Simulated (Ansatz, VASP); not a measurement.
# NiTe2: VASP beside Ansatz, part 2 of 2

One calculation is typed for both programs; each brings its own data sets and cutoff. How far apart do they land? The cell is taken from a series of VASP runs on this material, whose earlier steps may have relaxed, scaled or displaced it; both programs get it as it stands.

VASP 6.6.1 and Ansatz 0.2.0.

So far: Starting point; VASP: relaxation of cell and atoms, PBEsol, DFT+U.

## Step 3: Ansatz: relaxation of cell and atoms, PBEsol, DFT+U

Level of this step: Ansatz beside VASP: Kohn-Sham DFT, plane waves, PBEsol, DFT+U (Ansatz).

Ansatz runs on its default PAW (the set named soft_2) files.

The same cell, functional, mesh and smearing now go to Ansatz, which takes its cutoff from its data sets.

File input.yaml:

```yaml
crystal:
  lattice:
    - [3.7922632704, 0.0, 0.0]
    - [-1.8961316352, 3.2841963299, 0.0]
    - [0.0, 0.0, 5.0981087609]
  atoms:
    - { symbol: Ni, position: [0.0, 0.0, 0.0] }
    - { symbol: Te, position: [0.3333333333, 0.6666666667, 0.2534894376] }
    - { symbol: Te, position: [0.6666666667, 0.3333333333, 0.7465105624] }
hamiltonian:
  xc: pbesol
  pseudopotentials: { kind: paw }
  hubbard: { sites: [{ species: Ni, l: d, u_eff: 5.0 }] }
magnetization:
  spin_polarized: true
kpoints:
  mp_grid: { grid: [8, 8, 5] }
scf:
  occupations: { method: gaussian, width: 0.05 }
relax:
  f_tol: 0.01
  max_steps: 60
  cell: { stress_tol: 0.05 }
output:
  forces: true
  stress: true
  write_density: true
  write_potential: true
  elf: true
  volumetric_format: npy
```

On the command line:

```
$ ansatz run input.yaml --threads 4 --pin off --max-ram 9216MiB --backend cpu --events-out ev --progress --plain --runs-dir out
```

Numbers of over 12 decimals in the logs are rounded to 6 here.

Log:

```text
Ni: projections on atomic orbitals take those of the free atom [Ne] 3s2 3p6 3d8 4s2, of charge +0.00 (hamiltonian.pseudopotentials.projection_atoms); the dataset's partial waves leave at most 1.6e-6 of an orbital's norm unspanned inside its sphere
Te: projections on atomic orbitals take those of the free atom [Kr] 4d10 5s2 5p4, of charge +0.00 (hamiltonian.pseudopotentials.projection_atoms); the dataset's partial waves leave at most 7.8e-6 of an orbital's norm unspanned inside its sphere
Engine: ansatz 0.2.0, aarch64-unknown-linux-gnu
Pseudopotentials: kind: paw
Pseudopotential: Ni, paw, valence charge 18, recommended cutoff 420 eV (normal), Ni.paw.azcp
Pseudopotential: Te, paw, valence charge 16, recommended cutoff 420 eV (normal), Te.paw.azcp
Functional definition: PBEsol
  exchange = pbesol_x
  correlation = pbesol_c
Crystal: 3 atoms, lattice volume = 63.495 Å³
Basis set: ecut = 420 eV, 1253 PW (Γ), exchange–correlation on 54×54×72 points (8 copies of the dense FFT grid, shifted against one another)
Bands: 30, of which v1, the nominal top of the filled ones, is band 25 counted from 1 (24 counted from 0)
Symmetry: 12 space group operations
Space group: P-3m1 (ITA 164), of the structure as read, at distance tolerance 4.0e-5 Å
k-points: 40 of 320
Non-local potential: Ni, projectors of the file, l = 0: 3, l = 1: 2, l = 2: 3, l = 3: 1
Non-local potential: Te, projectors of the file, l = 0: 2, l = 1: 2, l = 2: 2, l = 3: 2
PAW form: soft (Blöchl's): semilocal exchange-correlation on the pseudo side does not see the compensation charge
PAW frozen core: Ni, regenerated for the run's functional, and the local potential with it (the file was generated under x = pbe(κ = 0.804, μ = 0.219515), c = pbe(β = 0.066725))
PAW frozen core: Te, regenerated for the run's functional, and the local potential with it (the file was generated under x = pbe(κ = 0.804, μ = 0.219515), c = pbe(β = 0.066725))
PAW one-centre angular grid: Ni, 590 points (default); XC on 64 Gauss nodes
PAW one-centre angular grid: Te, 590 points (default); XC on 64 Gauss nodes
Initial density: superposition of atomic densities (chi_scale 0.1, normalization cell, long waves kept (reshape's long-wave potential 0.01 eV rms))
Initial wavefunctions: pseudopotential atomic-orbital guess
Functional: x = pbesol(κ = 0.804, μ = 0.123457), c = pbesol(β = 0.046)
SCF iter   1: F=—  HF=-19611.241565 eV  |F-HF|=—  |Δ(HF+E_count)|=         —  Δρ=1.03e-1 (↑1.03e-1 ↓1.03e-1)  dr2=2.80e1  dr2_m=0.00e0  M=0.000 μB ∫|m|=0.000 μB  β_m=0.30  ethr=3.10e-3  ⟨swp⟩=6.4  Hψ=4860  notcnv=0
preconditioner: auto → Resta (q_TF=auto, 2.622 Å⁻¹)  ε∞=5.4  [insulator: Δε(μ)=0.077 eV  Ē_g=10.369 eV  σ=0.050 eV  W_gap=0.53  n_scr=22 (ndim 8)  ℏωp=21.9 eV  f_vac=0.000  D(μ)=1.20/eV (n_scr^D=2)  ε∞_Penn≈5.4]
spin=Collinear: Resta preconditioning applied to the charge; magnetization (m = ρ↑ − ρ↓) channel mixes plain (no charge-response kernel on spin).
SCF iter   2: F=—  HF=-19607.125947 eV  |F-HF|=—  |Δ(HF+E_count)|=    4.12e0  Δρ=3.52e-2 (↑3.52e-2 ↓3.52e-2)  dr2=1.62e0  dr2_m=0.00e0  M=0.000 μB ∫|m|=0.000 μB  β_m=0.28  ethr=3.10e-3  ⟨swp⟩=3.5  Hψ=3047  notcnv=0  defer=36
SCF iter   3: F=—  HF=-19606.638770 eV  |F-HF|=—  |Δ(HF+E_count)|=   4.87e-1  Δρ=1.67e-2 (↑1.67e-2 ↓1.67e-2)  dr2=1.76e0  dr2_m=0.00e0  M=0.000 μB ∫|m|=0.000 μB  β_m=0.44  ethr=3.10e-3  ⟨swp⟩=2.1  Hψ=2645  notcnv=0  defer=34
SCF iter   4: F=—  HF=-19604.280840 eV  |F-HF|=—  |Δ(HF+E_count)|=    2.36e0  Δρ=7.59e-2 (↑3.28e-2 ↓7.59e-2)  dr2=9.49e-1  dr2_m=1.63e0  M=2.485 μB ∫|m|=2.485 μB  ethr=3.10e-3  ⟨swp⟩=2.7  Hψ=1700  notcnv=0  defer=35
Mixer restart at iter 4: flushing history
SCF iter   5: F=—  HF=-19605.992561 eV  |F-HF|=—  |Δ(HF+E_count)|=         —  Δρ=5.69e-2 (↑5.69e-2 ↓1.99e-2)  dr2=8.18e-1  dr2_m=7.04e-1  M=0.509 μB ∫|m|=0.530 μB  β_m=0.44  ethr=1.90e-3  ⟨swp⟩=3.9  Hψ=4755  notcnv=0  defer=33
SCF iter   6: F=—  HF=-19606.571513 eV  |F-HF|=—  |Δ(HF+E_count)|=   5.79e-1  Δρ=5.47e-2 (↑1.38e-2 ↓5.47e-2)  dr2=1.96e0  dr2_m=3.82e-1  M=0.372 μB ∫|m|=0.386 μB  β_m=0.44  ethr=1.64e-3  ⟨swp⟩=2.3  Hψ=4994  notcnv=0  defer=64
SCF iter   7: F=—  HF=-19606.566613 eV  |F-HF|=—  |Δ(HF+E_count)|=   4.90e-3  Δρ=3.23e-2 (↑3.23e-2 ↓1.43e-2)  dr2=7.49e-1  dr2_m=8.79e-2  M=0.339 μB ∫|m|=0.364 μB  β_m=0.42  ethr=1.64e-3  ⟨swp⟩=2.9  Hψ=5371  notcnv=0  defer=65
SCF iter   8: F=—  HF=-19606.588625 eV  |F-HF|=—  |Δ(HF+E_count)|=   2.20e-2  Δρ=9.37e-3 (↑9.37e-3 ↓4.90e-3)  dr2=6.76e-2  dr2_m=7.00e-3  M=0.261 μB ∫|m|=0.286 μB  β_m=0.54  ethr=1.50e-3  ⟨swp⟩=2.0  Hψ=3000  notcnv=0  defer=66
SCF iter   9: F=—  HF=-19606.590362 eV  |F-HF|=—  |Δ(HF+E_count)|=   1.74e-3  Δρ=2.26e-3 (↑2.26e-3 ↓1.17e-3)  dr2=1.00e-3  dr2_m=1.50e-3  M=0.191 μB ∫|m|=0.233 μB  β_m=0.75  ethr=1.35e-4  ⟨swp⟩=2.0  Hψ=3365  notcnv=0  defer=70
SCF iter  10: F=—  HF=-19606.591506 eV  |F-HF|=—  |Δ(HF+E_count)|=   1.14e-3  Δρ=1.67e-3 (↑7.64e-4 ↓1.67e-3)  dr2=4.27e-4  dr2_m=8.43e-4  M=0.146 μB ∫|m|=0.203 μB  β_m=0.87  ethr=2.01e-6  ⟨swp⟩=2.0  Hψ=3655  notcnv=0  defer=70
[...]
spin=Collinear: Resta preconditioning applied to the charge; magnetization (m = ρ↑ − ρ↓) channel mixes plain (no charge-response kernel on spin).
SCF iter   2: F=-19606.594716 eV  HF=-19606.594716 eV  |F-HF|=9.68e-10  |Δ(HF+E_count)|=   7.79e-8  Δρ=7.65e-7 (↑7.65e-7 ↓7.65e-7)  dr2=8.72e-10  dr2_m=0.00e0  M=0.000 μB ∫|m|=0.000 μB  ethr=1.95e-12  ⟨swp⟩=8.3  Hψ=7928  notcnv=0
SCF 2 converged in 2 iterations: F = -19606.594716 eV  dr2 = 8.72e-10
relax step   1: F+E_penalty+E_count = -19606.59471588 eV  Δ(F+E_penalty+E_count) = +0.000e0 eV  max|allowed force component| = 1.839e-1 eV/Å  Δτ_max = 0.0000 Å  P = +2.138 GPa  Ω = 63.495 Å³  (2 SCF iters, dr2 threshold 1.00e-7 eV, accepted)
[...]
relax step   2: F+E_penalty+E_count = -19606.60415350 eV  Δ(F+E_penalty+E_count) = -9.438e-3 eV  max|allowed force component| = 1.307e-3 eV/Å  Δτ_max = 0.0012 Å  P = -0.857 GPa  Ω = 65.436 Å³  energy of the carried Pulay correction = -5.177e-4 eV  (8 SCF iters, dr2 threshold 3.00e-7 eV, accepted)
[...]
relax step   3: F+E_penalty+E_count = -19606.60471291 eV  Δ(F+E_penalty+E_count) = -5.594e-4 eV  max|allowed force component| = 1.440e-1 eV/Å  Δτ_max = 0.0237 Å  P = +0.040 GPa  Ω = 64.287 Å³  energy of the carried Pulay correction = -2.132e-4 eV  (7 SCF iters, dr2 threshold 3.00e-7 eV, accepted)
[...]
relax step   4: F+E_penalty+E_count = -19606.60671015 eV  Δ(F+E_penalty+E_count) = -1.997e-3 eV  max|allowed force component| = 2.536e-2 eV/Å  Δτ_max = 0.0148 Å  P = -0.112 GPa  Ω = 64.694 Å³  energy of the carried Pulay correction = -3.216e-4 eV  (7 SCF iters, dr2 threshold 3.00e-7 eV, accepted)
[...]
relax step   5: F+E_penalty+E_count = -19606.60694562 eV  Δ(F+E_penalty+E_count) = -2.355e-4 eV  max|allowed force component| = 4.021e-3 eV/Å  Δτ_max = 0.0013 Å  P = -0.028 GPa  Ω = 64.637 Å³  energy of the carried Pulay correction = -3.066e-4 eV  (6 SCF iters, dr2 threshold 1.68e-7 eV, accepted)
[...]
relax step   6: F+E_penalty+E_count = -19606.60697291 eV  Δ(F+E_penalty+E_count) = -2.728e-5 eV  max|allowed force component| = 7.689e-4 eV/Å  Δτ_max = 0.0001 Å  P = +0.002 GPa  Ω = 64.609 Å³  energy of the carried Pulay correction = -2.991e-4 eV  (6 SCF iters, dr2 threshold 1.42e-8 eV, accepted)
[...]
relax step   7: F+E_penalty+E_count = -19606.60726659 eV  Δ(F+E_penalty+E_count) = -2.937e-4 eV  max|allowed force component| = 6.858e-4 eV/Å  Δτ_max = 0.0000 Å  P = -0.001 GPa  Ω = 64.609 Å³  stress off target by 1.17e-3 GPa  SCF on the basis re-selected at this cell (its energy is not comparable with the rows above)  (8 SCF iters)
basis re-selected at this cell: Δ(F+E_penalty+E_count) = -2.937e-4 eV, ΔP = -0.003 GPa vs the last step (what re-selecting the basis moved, of the pressure what is left beyond the Pulay correction that the steps carried, after the strain that the cell walked since its last selection, with what the two solves' SCF thresholds leave and, on support functions, any second-order correction that the steps lacked; it is no m [...]
SCF converged after 8 iterations
Magnetization: 0.0000 μB (25.0000 up, 25.0000 down)
Absolute magnetization: 0.0000 μB (∫|ρ↑−ρ↓|)
Spin contamination: 0.0000 ħ² per cell (⟨S²⟩ above its minimum at these occupations)
Per-site moments (μB) at R_I (Å): [(0.0, 1.058203), (0.0, 1.058203), (0.0, 1.058203)]
Free energy (F): -19606.607267 eV
Harris-Foulkes:  -19606.607267 eV  (|F-HF|=0.00e0)
Internal energy: -19606.605792 eV  (E = F + TS)
E sigma→0 (E₀):  -19606.606529 eV
Entropy (-TS):   -0.001475 eV (-0.492 meV/atom)
Fermi energy:    13.011329 eV
--- Per-component energies (eV) ---
  E_band       = -778.375188
  E_kinetic    = 651.377915
  E_local      = -6768.199176  (includes V_loc(G=0)·N_el)
  E_nonlocal   = 30.067204
  E_hartree    = 3472.724759
  E_xc         = -332.646923
  E_vxc        = -319.606375  (∫ρ·V_xc dr)
  E_hubbard    = 2.046833  (on-site DFT+U / exact-exchange correction)
  E_vhub       = -18.452942  (the Hubbard potential's part of the band-sum identity)
  E_paw        = -10772.746993  (= ΣΔE_a)
  E_vpaw       = -1299.011472  (= ΣTr[D̂ρ^β])
  E_aug_tail   = 0.000047  (compensation charges beyond the density's cutoff)
  E_ewald      = -5890.176378
  E_core_change = 0.946919  (= ΣΔE_core)
  E_smearing   = -0.001475  (= −TS)
  E_closure    = -0.000000  (closes the sum)
  Σ components = -19606.607267   (vs F -19606.607267, Δ=0.00e0)
--- Forces (eV/Å), atoms counted from 1 ---
  atom   1  Ni     0.00000000     0.00000000     0.00000000
  atom   2  Te    -0.00000000     0.00000000     0.00068583
  atom   3  Te    -0.00000000    -0.00000000    -0.00068583
  max |Σ_I F_I| component: 2.31e-18 eV/Å
--- Stress (GPa, compression-positive) ---
       -0.001170       0.000000       0.000000
        0.000000      -0.001170       0.000000
        0.000000       0.000000      -0.000703
  P = ⅓ Tr σ = -0.0010 GPa (-0.010 kbar)
--- Band table (eV; the first three rows and the last of 80) ---
  k-point 0 ↑: bands = [... 21 lower, 10.3802, 13.3736, 13.3736, 13.7539, 13.7539, 15.7517, 16.3313, 18.7128, ... 1 higher]
  k-point 1 ↑: bands = [... 21 lower, 10.4670, 13.0020, 13.0020, 14.2093, 14.2093, 14.7501, 16.6524, 19.0408, ... 1 higher]
  k-point 2 ↑: bands = [... 21 lower, 10.9973, 12.6895, 12.6895, 12.8807, 14.6890, 14.6890, 17.5095, 18.5225, ... 1 higher]
  k-point 39 ↓: bands = [... 21 lower, 9.9580, 10.1550, 10.3252, 10.6627, 14.8739, 15.4445, 19.4286, 20.1551, ... 1 higher]
Occupation matrices written to <dir>
--- Relaxed structure (6 steps of the walk, 6 accepted, 1 SCFs on fresh bases) ---
  F+E_penalty+E_count = -19606.60726659 eV   max|allowed force component| = 6.858e-4 eV/Å   (the final SCF, on the basis selected at the relaxed cell)
  cell:  # Å, volume = 64.6091 Å³
    - [3.845730, 0, 1.4963585772173221e-18]
    - [-1.922865, 3.330500, -7.481792886086613e-19]
    - [2.011621616997295e-18, 0, 5.044350]
  atoms:
    - { symbol: Ni, position: [0, 0, 0.0] }
    - { symbol: Te, position: [0.333333, 0.666667, 0.254730] }
    - { symbol: Te, position: [0.666667, 0.333333, 0.745270] }
```

The job ended after 25 s (4 threads of Arm Neoverse N1, shared host; peak memory 0.53 GiB; 90 s of CPU time).

## Step 4: Differences

Known differences besides the potentials themselves: U acts on the PAW sphere in VASP and on atomic orbitals in Ansatz, so only states and trends compare; both relaxations stop at a tolerance, which leaves soft axes loose, and VASP keeps its plane-wave basis; the data sets hold 50 valence electrons in Ansatz (default PAW (the set named soft_2) files) and 22 in VASP; the cutoff is 420 eV in Ansatz and 400 eV in VASP; Ansatz makes its cores anew for this functional, VASP keeps those of its PBE data sets; Ansatz adds a Pulay correction to the stress that steers its cell, VASP none. Total energies have different zeros and are not compared.

Compared:

| quantity | Ansatz | VASP | difference |
| --- | --- | --- | --- |
| volume (Å³) | 64.61 | 63.46 | +1.81 % |
| edge a after relaxation, in the typed setting (Å) | 3.846 | 3.792 | +1.42 % |
| edge c after relaxation, in the typed setting (Å) | 5.044 | 5.097 | -1.03 % |

The walks stopped with 0.00 GPa left in Ansatz and 0.03 GPa in VASP; each walk ends within a tolerance, so the volume difference is uncertain by about these residues over the bulk modulus, most in soft cells.

## Step 5: Summary of results

| Quantity | Value |
| --- | --- |
| difference in volume (relaxation of cell and atoms, PBEsol, DFT+U) | 1.8 % |

What this shows: The difference in volume is 1.8 % (relaxation of cell and atoms, PBEsol, DFT+U). How closely two codes agree says nothing of how well the functional describes the real material.

[Lines on the potential files, build, host, timing and source positions are cut from VASP's logs without a mark.]

[Logs are printed without paths, hosts, clocks, repeated set-up lines and the standing remarks that a program may print on its own settings, such as how far it seeks lower states.]

[Hosts, paths, dates, database ids (printed as entryN), source tags and the programs' standing remarks are cut or masked in the printed files.]
